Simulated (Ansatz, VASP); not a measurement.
**NaTlF3 in two plane-wave programs**

Wanted: the spread between two codes on one cell, functional and k mesh. The cell is invented: As first built, before any earlier steps moved the atoms (in the runner's words): Na for Cs in the CsTlF3 structure of space group Fm-3m. It may not be a known or stable phase. The two relaxations start from unlike cells of this crystal (the structure described is Ansatz's start), so only their ends are compared.

Method: plane waves, with VASP 6.6.1 beside it; relaxation of cell and atoms at PBE, in Ansatz 0.2.0.

### Step 1. Starting point

Symmetry: Fm-3m, No. 225, cubic system. Conventional cell: a = 8.547 Å, b = 8.547 Å, c = 8.547 Å, α = 90.00°, β = 90.00°, γ = 90.00°. Na has 12 F at 3.03 Å nearest. Tl has 6 F at 2.33 Å nearest. Nearest to Tl lie 6 F at 1.95 Å. Nearest to F lie 2 Tl at 1.95 to 2.33 Å. It derives from CsTlF3. As first built, before any earlier steps moved the atoms (in the runner's words): Na for Cs in the CsTlF3 structure of space group Fm-3m. Farther neighbours and most contacts between anions are not listed.

Coordinates:

```cif
data_structure
_symmetry_space_group_name_H-M 'Fm-3m'
_symmetry_Int_Tables_number 225
_cell_length_a 8.5469
_cell_length_b 8.5469
_cell_length_c 8.5469
_cell_angle_alpha 90.000
_cell_angle_beta 90.000
_cell_angle_gamma 90.000
_cell_volume 624.35
loop_
_atom_site_label
_atom_site_type_symbol
_atom_site_symmetry_multiplicity
_atom_site_Wyckoff_symbol
_atom_site_fract_x
_atom_site_fract_y
_atom_site_fract_z
_atom_site_occupancy
Na1 Na 8 c 0.25000 0.25000 0.75000 1
Tl1 Tl 4 b 0.50000 0.00000 0.00000 1
Tl2 Tl 4 a 0.00000 0.00000 0.00000 1
F1 F 24 e 0.22766 0.00000 0.00000 1
```

### Step 2. Ansatz: relaxation of cell and atoms, PBE

Ansatz runs on its default PAW (the set named soft_2) files.

The relaxed volume is the usual yardstick between codes: in a stiff, nearly cubic crystal its relative difference is about their pressure difference at one cell divided by the bulk modulus.

input.yaml reads:

```yaml
crystal:
  lattice:
    - [0.0, 4.2734622378, 4.2734622378]
    - [4.2734622378, 0.0, 4.2734622378]
    - [4.2734622378, 4.2734622378, 0.0]
  atoms:
    - { symbol: Na, position: [0.75, 0.75, 0.75] }
    - { symbol: Na, position: [0.25, 0.25, 0.25] }
    - { symbol: Tl, position: [0.5, 0.5, 0.5] }
    - { symbol: Tl, position: [0.0, 0.0, 0.0] }
    - { symbol: F, position: [0.77234001, 0.22765999, 0.22765999] }
    - { symbol: F, position: [0.22765999, 0.22765999, 0.77234001] }
    - { symbol: F, position: [0.22765999, 0.77234001, 0.77234001] }
    - { symbol: F, position: [0.22765999, 0.77234001, 0.22765999] }
    - { symbol: F, position: [0.77234001, 0.22765999, 0.77234001] }
    - { symbol: F, position: [0.77234001, 0.77234001, 0.22765999] }
kpoints:
  mp_grid: { grid: [4, 4, 4] }
scf:
  occupations: { method: gaussian, width: 0.03 }
hamiltonian:
  xc: pbe
output:
  forces: true
  stress: true
relax:
  f_tol: 0.02
  max_steps: 60
  cell: {}
```

Command:

```sh
$ ansatz run input.yaml --threads 2 --pin off --max-ram 4096MiB --backend cpu --events-out ev --progress --plain --runs-dir out
```

Numbers of over 12 decimals in the logs are rounded to 6 here.

Log:

```text
Engine: ansatz 0.2.0, x86_64-unknown-linux-gnu
Pseudopotentials: kind: paw
Pseudopotential: Na, paw, valence charge 9, recommended cutoff 420 eV (normal), Na.paw.azcp
Pseudopotential: Tl, paw, valence charge 13, recommended cutoff 420 eV (normal), Tl.paw.azcp
Pseudopotential: F, paw, valence charge 7, recommended cutoff 420 eV (normal), F.paw.azcp
Functional definition: PBE
  parameter kappa = 0.804
  parameter beta = 0.066725
  exchange = pbe_x(kappa = kappa, mu = beta*pi^2/3)
  correlation = pbe_c(beta = beta)
Crystal: 10 atoms, lattice volume = 156.088 Å³
Basis set: ecut = 420 eV, 3071 PW (Γ), exchange–correlation on 90×90×90 points (8 copies of the dense FFT grid, shifted against one another)
Bands: 53, of which v1, the nominal top of the filled ones, is band 43 counted from 1 (42 counted from 0)
Symmetry: 48 space group operations
Space group: Fm-3m (ITA 225), of the structure as read, at distance tolerance 5.4e-5 Å
k-points: 8 of 64
Non-local potential: Na, projectors of the file, l = 0: 3, l = 1: 2, l = 2: 1
Non-local potential: Tl, projectors of the file, l = 0: 2, l = 1: 2, l = 2: 2, l = 3: 1
Non-local potential: F, projectors of the file, l = 0: 2, l = 1: 2, l = 2: 1
PAW form: soft (Blöchl's): semilocal exchange-correlation on the pseudo side does not see the compensation charge
PAW one-centre angular grid: Na, 110 points (default); XC on 64 Gauss nodes
PAW one-centre angular grid: Tl, 590 points (default); XC on 64 Gauss nodes
PAW one-centre angular grid: F, 110 points (default); XC on 64 Gauss nodes
Initial density: superposition of atomic densities (neutral atoms: chi_scale 0, normalization atom), corrected by the library's trained network
Initial wavefunctions: pseudopotential atomic-orbital guess
Functional: x = pbe(κ = 0.804, μ = 0.219515), c = pbe(β = 0.066725)
SCF iter   1: F=—  HF=-30710.046762 eV  |F-HF|=—  |Δ(HF+E_count)|=         —  Δρ=2.32e-3  dr2=4.56e-3  ethr=1.77e-3  ⟨swp⟩=6.1  Hψ=1670  notcnv=0  defer=5
preconditioner: auto → Resta (q_TF=auto, 2.470 Å⁻¹)  ε∞=3.2  [insulator: Δε(μ)=1.388 eV  Ē_g=18.208 eV  σ=0.030 eV  W_gap=1.00  n_scr=50 (ndim 8)  ℏωp=26.9 eV  f_vac=0.223  D(μ)=0.00/eV (n_scr^D=0)  ε∞_Penn≈3.2]
SCF iter   2: F=—  HF=-30710.045714 eV  |F-HF|=—  |Δ(HF+E_count)|=   1.05e-3  Δρ=1.09e-3  dr2=7.32e-4  ethr=5.31e-6  ⟨swp⟩=2.0  Hψ=874  notcnv=0  defer=31
SCF iter   3: F=—  HF=-30710.046096 eV  |F-HF|=—  |Δ(HF+E_count)|=   3.82e-4  Δρ=3.87e-4  dr2=1.50e-4  ethr=8.52e-7  ⟨swp⟩=2.0  Hψ=536  notcnv=0  defer=31
SCF iter   4: F=—  HF=-30710.046183 eV  |F-HF|=—  |Δ(HF+E_count)|=   8.74e-5  Δρ=7.50e-5  dr2=6.26e-6  ethr=1.75e-7  ⟨swp⟩=2.0  Hψ=552  notcnv=0  defer=31
SCF iter   5: F=—  HF=-30710.046298 eV  |F-HF|=—  |Δ(HF+E_count)|=   1.15e-4  Δρ=2.33e-5  dr2=6.72e-7  ethr=7.28e-9  ⟨swp⟩=2.0  Hψ=721  notcnv=0  defer=31
SCF iter   6: F=-30710.046298 eV  HF=-30710.046298 eV  |F-HF|=6.07e-8  |Δ(HF+E_count)|=   4.74e-7  Δρ=5.70e-6  dr2=7.84e-8  ethr=1.16e-10  ⟨swp⟩=4.6  Hψ=1428  notcnv=0
SCF 1 converged in 6 iterations: F = -30710.046298 eV  dr2 = 7.84e-8
  greatest PAW one-centre occupation: 0.999 electrons in one spin orbital (limit 2), on the Na atom at site 1 (counted from 0), in its partial waves of l = 0
relax step   1: F+E_penalty+E_count = -30710.04629832 eV  Δ(F+E_penalty+E_count) = +0.000e0 eV  max|allowed force component| = 3.951e0 eV/Å  Δτ_max = 0.0000 Å  P = +30.347 GPa  Ω = 156.088 Å³  (6 SCF iters, dr2 threshold 1.00e-7 eV, accepted)
[...]
relax step  11: F+E_penalty+E_count = -30714.35238080 eV  Δ(F+E_penalty+E_count) = -6.569e-2 eV  max|allowed force component| = 1.071e-3 eV/Å  Δτ_max = 0.0000 Å  P = +0.158 GPa  Ω = 212.906 Å³  stress off target by 1.58e-1 GPa  SCF on the basis re-selected at this cell (its energy is not comparable with the rows above)  (7 SCF iters)
[...]
relax step  12: F+E_penalty+E_count = -30714.35056669 eV  Δ(F+E_penalty+E_count) = +1.814e-3 eV  max|allowed force component| = 3.887e-3 eV/Å  Δτ_max = 0.0017 Å  P = -0.000 GPa  Ω = 213.916 Å³  energy of the carried Pulay correction = -2.337e-3 eV  (6 SCF iters, dr2 threshold 6.25e-8 eV, accepted)
[...]
relax step  13: F+E_penalty+E_count = -30714.35253654 eV  Δ(F+E_penalty+E_count) = -1.970e-3 eV  max|allowed force component| = 3.970e-3 eV/Å  Δτ_max = 0.0000 Å  P = +0.005 GPa  Ω = 213.916 Å³  stress off target by 4.94e-3 GPa  SCF on the basis re-selected at this cell (its energy is not comparable with the rows above)  (6 SCF iters)
basis re-selected at this cell: Δ(F+E_penalty+E_count) = -1.970e-3 eV, ΔP = +0.005 GPa vs the last step (what re-selecting the basis moved, of the pressure what is left beyond the Pulay correction that the steps carried, after the strain that the cell walked since its last selection, with what the two solves' SCF thresholds leave and, on support functions, any second-order correction that the steps lacked; it is no m [...]
SCF converged after 6 iterations
Free energy (F): -30714.352537 eV
Harris-Foulkes:  -30714.352537 eV  (|F-HF|=2.91e-11)
Internal energy: -30714.352537 eV  (E = F + TS)
E sigma→0 (E₀):  -30714.352537 eV
Fermi energy:    3.062634 eV
--- Per-component energies (eV) ---
  E_band       = -877.321565
  E_kinetic    = 2150.305072
  E_local      = -9349.031572  (includes V_loc(G=0)·N_el)
  E_nonlocal   = 1307.902266
  E_hartree    = 3521.388182
  E_xc         = -1012.944886
  E_vxc        = -991.417100  (∫ρ·V_xc dr)
  E_paw        = -22068.054516  (= ΣΔE_a)
  E_vpaw       = -1037.869220  (= ΣTr[D̂ρ^β])
  E_aug_tail   = 0.012364  (compensation charges beyond the density's cutoff)
  E_ewald      = -5263.929447
  E_smearing   = -0.000000  (= −TS)
  E_closure    = 0.000000  (closes the sum)
  Σ components = -30714.352537   (vs F -30714.352537, Δ=0.00e0)
--- Forces (eV/Å), atoms counted from 1 ---
  atom   1  Na    -0.00000000    -0.00000000    -0.00000000
  atom   2  Na     0.00000000     0.00000000     0.00000000
  atom   3  Tl    -0.00000000     0.00000000    -0.00000000
  atom   4  Tl     0.00000000    -0.00000000     0.00000000
  atom   5  F     -0.00397015    -0.00000000    -0.00000000
  atom   6  F     -0.00000000    -0.00000000    -0.00397015
  atom   7  F      0.00397015    -0.00000000    -0.00000000
  atom   8  F     -0.00000000    -0.00397015     0.00000000
  atom   9  F      0.00000000     0.00397015     0.00000000
  atom  10  F      0.00000000     0.00000000     0.00397015
  max |Σ_I F_I| component: 2.89e-18 eV/Å
--- Stress (GPa, compression-positive) ---
        0.004943      -0.000000      -0.000000
       -0.000000       0.004943      -0.000000
       -0.000000      -0.000000       0.004943
  P = ⅓ Tr σ = 0.0049 GPa (0.049 kbar)
--- Relaxed structure (10 steps of the walk, 10 accepted, 3 SCFs on fresh bases) ---
  F+E_penalty+E_count = -30714.35253654 eV   max|allowed force component| = 3.970e-3 eV/Å   (the final SCF, on the basis selected at the relaxed cell)
  cell:  # Å, volume = 213.9156 Å³
    - [0, 4.746835, 4.746835]
    - [4.746835, 0, 4.746835]
    - [4.746835, 4.746835, 0]
  atoms:
    - { symbol: Na, position: [0.75, 0.75, 0.75] }
    - { symbol: Na, position: [0.250000, 0.250000, 0.250000] }
    - { symbol: Tl, position: [0.500000, 0.500000, 0.500000] }
    - { symbol: Tl, position: [4.3129986663324733e-19, 0, -2.2833522351171924e-19] }
    - { symbol: F, position: [0.768817, 0.231183, 0.231183] }
    - { symbol: F, position: [0.231183, 0.231183, 0.768817] }
    - { symbol: F, position: [0.231183, 0.768817, 0.768817] }
    - { symbol: F, position: [0.231183, 0.768817, 0.231183] }
    - { symbol: F, position: [0.768817, 0.231183, 0.768817] }
    - { symbol: F, position: [0.768817, 0.768817, 0.231183] }
```

In the SCF lines HF is the Harris–Foulkes energy and dr2 the Hartree energy of the density residual, in eV; the loop may stop once dr2 is under the threshold and the program's other checks hold. Hψ counts applications of the Hamiltonian.

### Step 3. VASP: relaxation of cell and atoms, PBE

Its own start cell and the same functional, mesh and smearing now go to VASP, with its own data sets.

Lines of VASP's logs that name or quote its potential files are left out, and so is its time.

INCAR reads:

```
SYSTEM = NaTlF3
PREC = Accurate
ENCUT = 600
EDIFF = 1E-07
NELM = 120
ISMEAR = 0
SIGMA = 0.03
LREAL = .FALSE.
ALGO = Normal
GGA = PE
NBANDS = 51
LORBIT = 11
LWAVE = .FALSE.
LCHARG = .FALSE.
ISIF = 3
IBRION = 2
NSW = 80
EDIFFG = -0.005
LASPH = .TRUE.
GGA_COMPAT = .FALSE.
NELMIN = 4
EFERMI = MIDGAP
KPAR = 2
```

POSCAR reads:

```
NaTlF3
1.0
    0.0000000000      4.7256698020      4.7256698020
    4.7256698020      0.0000000000      4.7256698020
    4.7256698020      4.7256698020      0.0000000000
Na Tl F
2 2 6
Direct
    0.7500000000      0.7500000000      0.7500000000
    0.2500000000      0.2500000000      0.2500000000
    0.5000000000      0.5000000000      0.5000000000
    0.0000000000      0.0000000000      0.0000000000
    0.7679035053      0.2320964947      0.2320964947
    0.2320964947      0.2320964947      0.7679035053
    0.2320964947      0.7679035053      0.7679035053
    0.2320964947      0.7679035053      0.2320964947
    0.7679035053      0.2320964947      0.7679035053
    0.7679035053      0.7679035053      0.2320964947
```

KPOINTS reads:

```
Automatic mesh
0
Gamma
4 4 4
0 0 0
```

The projector-augmented-wave data sets are Na_pv, Tl_d and F (PBE family, release 64).

Command:

```sh
$ mpirun -np 2 vasp_std
```

Log:

```text
[banner, memory and clock lines left out]
running    2 mpi-ranks, on    1 nodes
 distrk:  each k-point on    1 cores,    2 groups
 distr:  one band on    1 cores,    1 groups

 POSCAR found type information on POSCAR NaTlF
 POSCAR found :  3 types and      10 ions
 LDA part: xc-table for (Slater+PW92), standard interpolation
 POSCAR, INCAR and KPOINTS ok, starting setup
 FFT: planning ... GRIDC
 FFT: planning ... GRID_SOFT
 FFT: planning ... GRID
 WAVECAR not read
 entering main loop
       N       E                     dE             d eps       ncg     rms          rms(c)
DAV:   1     0.852237369590E+03    0.85224E+03   -0.45434E+04   816   0.178E+03
DAV:   2     0.677135273418E+02   -0.78452E+03   -0.73742E+03   880   0.444E+02
DAV:   3    -0.395179573089E+02   -0.10723E+03   -0.10552E+03   920   0.165E+02
DAV:   4    -0.436727296462E+02   -0.41548E+01   -0.41276E+01   927   0.332E+01
DAV:   5    -0.437606928152E+02   -0.87963E-01   -0.87848E-01   957   0.532E+00    0.202E+01
DAV:   6    -0.379523358689E+02    0.58084E+01   -0.22677E+01  1017   0.280E+01    0.170E+01
DAV:   7    -0.378662672511E+02    0.86069E-01   -0.15119E+00   852   0.606E+00    0.844E+00
DAV:   8    -0.377442685173E+02    0.12200E+00   -0.20996E-01   872   0.309E+00    0.180E+00
DAV:   9    -0.377320272816E+02    0.12241E-01   -0.42377E-02   996   0.109E+00    0.368E-01
DAV:  10    -0.377324610964E+02   -0.43381E-03   -0.64332E-03   845   0.482E-01    0.117E-01
DAV:  11    -0.377324779233E+02   -0.16827E-04   -0.47729E-04   965   0.120E-01    0.668E-02
DAV:  12    -0.377324964376E+02   -0.18514E-04   -0.82301E-05   898   0.528E-02    0.791E-03
DAV:  13    -0.377324998404E+02   -0.34028E-05   -0.73970E-06   890   0.149E-02    0.351E-03
DAV:  14    -0.377325006747E+02   -0.83429E-06   -0.71463E-07   869   0.518E-03    0.281E-03
DAV:  15    -0.377325008404E+02   -0.16569E-06   -0.55294E-08   600   0.156E-03    0.109E-03
DAV:  16    -0.377325008943E+02   -0.53902E-07   -0.16548E-08   474   0.848E-04
   1 F= -.37732501E+02 E0= -.37732501E+02  d E =-.377325E+02
[...]
2 F= -.37733329E+02 E0= -.37733329E+02  d E =-.828331E-03
[...]
3 F= -.37733353E+02 E0= -.37733353E+02  d E =-.852392E-03
[...]
4 F= -.37733519E+02 E0= -.37733519E+02  d E =-.165238E-03
 trial-energy change:   -0.000165  1 .order   -0.000163   -0.000204   -0.000121
 step:   2.1422(harm=  2.5487)  dis= 0.00264  next Energy=   -37.733586 (dE=-0.233E-03)
 bond charge predicted
       N       E                     dE             d eps       ncg     rms          rms(c)
DAV:   1    -0.377340172484E+02   -0.49872E-03   -0.92980E-02   816   0.170E+00    0.197E-01
DAV:   2    -0.377336680793E+02    0.34917E-03   -0.36646E-03   864   0.305E-01    0.748E-02
DAV:   3    -0.377336183018E+02    0.49777E-04   -0.10970E-04   946   0.785E-02    0.314E-02
DAV:   4    -0.377336070790E+02    0.11223E-04   -0.34232E-05   914   0.397E-02    0.167E-02
DAV:   5    -0.377336048250E+02    0.22540E-05   -0.65492E-06   850   0.136E-02    0.729E-03
DAV:   6    -0.377336046891E+02    0.13584E-06   -0.21434E-06   886   0.977E-03    0.221E-03
DAV:   7    -0.377336044155E+02    0.27367E-06   -0.18958E-07   630   0.271E-03    0.445E-04
DAV:   8    -0.377336044181E+02   -0.26739E-08   -0.22401E-08   426   0.978E-04
   5 F= -.37733604E+02 E0= -.37733604E+02  d E =-.251132E-03
 curvature:  -1.34 expect dE=-0.605E-05 dE for cont linesearch -0.586E-05
 trial: gam=-0.12692 g(F)=  0.430E-05 g(S)=  0.223E-06 ort = 0.312E-04 (trialstep = 0.126E+01)
 search vector abs. value=  0.180E-06
 reached required accuracy - stopping structural energy minimisation
```

(Part 1 of 2 ends here.)

[Lines on the potential files, build, host, timing and source positions are cut from VASP's logs without a mark.]

[Logs are printed without paths, hosts, clocks, repeated set-up lines and the standing remarks that a program may print on its own settings, such as how far it seeks lower states.]

[Hosts, paths, dates, database ids (printed as entryN), source tags and the programs' standing remarks are cut or masked in the printed files.]
